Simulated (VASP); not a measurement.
Data:

```xyz
5
Lattice="4.0082 0.0000 0.0000 0.0000 4.0082 0.0000 0.0000 0.0000 4.0082" Properties=species:S:1:pos:R:3 pbc="T T T"
K      0.0000     0.0000     0.0000
Ta     2.0041     2.0041     2.0041
O      2.0041     0.0000     2.0041
O      0.0000     2.0041     2.0041
O      2.0041     2.0041     0.0000
```

Method: PBE GGA with D3 dispersion (Becke-Johnson damping), VASP's PBE PAW potentials (set 64) (plane waves; VASP). Numerical set-up: 520 eV cut-off, 5×5×5 Γ-centred mesh, Gaussian smearing of 0.050 eV, potentials K_sv Ta_pv O.

Problem. Estimate the energy per atom (σ→0).

Solution. 
* **energy per atom (σ→0)**: -8.443 eV/atom

The absolute energy has meaning only against runs of the same code, potentials and settings.

The compound is KTaO3 in the cubic perovskite structure. It was relaxed first. The start is the result of an earlier pass.
